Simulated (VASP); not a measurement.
# GeH3C: phonons with vdW-DF-cx

Crystal: GeH3C.

```xyz
10
Lattice="4.0237 0.0000 0.0000 -2.0119 3.4847 0.0000 0.0000 0.0000 8.0650" Properties=species:S:1:pos:R:3 pbc="T T T"
Ge    0.0000    2.3231    4.4239
Ge    2.0119    1.1616    3.6412
C     0.0000    2.3231    6.4109
C     2.0119    1.1616    1.6541
H     0.6619    3.1172    6.7907
H    -1.0187    2.4992    6.7907
H     0.3568    1.3529    6.7907
H     1.3500    0.3674    1.2743
H     3.0305    0.9854    1.2743
H     1.6551    2.1318    1.2743
```

The cell comes from a database or a generator and needn't be the stable form of this composition.

* Program: VASP 6.6.1
* Task: phonons
* Functional: vdW-DF-cx
* Potentials or basis: VASP PAW PBE potentials, release 64 (Ge_d, C, H)
* Cutoff: 600 eV
* k mesh: 7 × 7 × 3
* Occupations: gaussian, width 0.05 eV
* Spin: no spin polarisation
* Further INCAR settings: ALGO = Normal; EDIFF = 1e-08; IBRION = 6; POTIM = 0.015; NSW = 1

```yaml
Relaxed_volume: 11.32 Å³/atom
Relaxed_cell: a = 4.022 Å, b = 4.022 Å, c = 8.077 Å, α = 90.00°, β = 90.00°, γ = 120.00°
Space_group_after_relaxing_to_0.05_Å: P-3 (No. 147)
Highest_phonon_frequency_at_Γ_LO-TO_splitting_left_out: 3039 cm⁻¹
```

The path:
| step | energy change (eV) | largest force (eV/Å) | pressure (GPa) | volume (Å³) |
| --- | --- | --- | --- | --- |
| 1 | 0.0000 | 0.0069 | 0.01 | 113.08 |
| 2 | 0.0000 | 0.0056 | 0.02 | 113.09 |
| 3 | 0.0000 | 0.0128 | 0.05 | 113.12 |
| 4 | 0.0000 | 0.0123 | 0.04 | 113.13 |
| 5 | 0.0000 | 0.0112 | 0.04 | 113.14 |
| 6 | -0.0001 | 0.0094 | 0.02 | 113.18 |
| 7 | -0.0001 | 0.0186 | -0.01 | 113.24 |
| 8 | -0.0001 | 0.0156 | -0.02 | 113.26 |
| 9 | -0.0001 | 0.0074 | -0.04 | 113.32 |
| 10 | -0.0001 | 0.0234 | -0.09 | 113.44 |
| 11 | -0.0001 | 0.0159 | -0.07 | 113.39 |
| 12 | -0.0001 | 0.0109 | -0.06 | 113.39 |
| 13 | -0.0002 | 0.0068 | -0.04 | 113.41 |
| 14 | -0.0002 | 0.0343 | -0.01 | 113.43 |
| 15 | -0.0002 | 0.0122 | -0.03 | 113.41 |
| 16 | -0.0002 | 0.0091 | -0.03 | 113.40 |
| 17 | -0.0003 | 0.0042 | -0.03 | 113.35 |
| 18 | -0.0004 | 0.0186 | -0.03 | 113.25 |
| 19 | -0.0005 | 0.0187 | 0.00 | 113.22 |
| 20 | -0.0005 | 0.0190 | 0.07 | 113.14 |
| 21 | -0.0006 | 0.0086 | 0.06 | 113.14 |
| 22 | -0.0006 | 0.0160 | 0.04 | 113.12 |
| 23 | -0.0006 | 0.0073 | 0.02 | 113.14 |
| 24 | -0.0006 | 0.0037 | 0.01 | 113.15 |
| 25 | -0.0006 | 0.0018 | 0.01 | 113.16 |

Final structure:
```cif
data_structure
_symmetry_space_group_name_H-M 'P 1'
_symmetry_Int_Tables_number 1
_cell_length_a 4.0221
_cell_length_b 4.0221
_cell_length_c 8.0773
_cell_angle_alpha 90.000
_cell_angle_beta 90.000
_cell_angle_gamma 120.000
_cell_volume 113.16
loop_
_atom_site_label
_atom_site_type_symbol
_atom_site_fract_x
_atom_site_fract_y
_atom_site_fract_z
_atom_site_occupancy
Ge1 Ge 0.33333 0.66667 0.54854 1
Ge2 Ge 0.66667 0.33333 0.45146 1
C1 C 0.33333 0.66667 0.79460 1
C2 C 0.66667 0.33333 0.20540 1
H1 H 0.60813 0.90113 0.84164 1
H2 H 0.09887 0.70700 0.84164 1
H3 H 0.29300 0.39187 0.84164 1
H4 H 0.39187 0.09887 0.15836 1
H5 H 0.90113 0.29300 0.15836 1
H6 H 0.70700 0.60813 0.15836 1
```

Phonon frequencies in cm⁻¹ (negative: imaginary):
```
              q point                                                                                                                    frequencies
(0.000, 0.000, 0.000)  -2 -2 0 89 89 119 119 203 204 229 290 290 557 558 731 731 774 774 1217 1218 1405 1405 1412 1412 2946 2946 3038 3038 3039 3039
```

Wall time 110 min on 1 thread of Intel(R) Xeon(R) Platinum 8488C (Sapphire Rapids) (shared host), peak memory 0.88 GiB.

Caveat: the PAW data sets were made with another functional, which shifts forces and pressure a little.
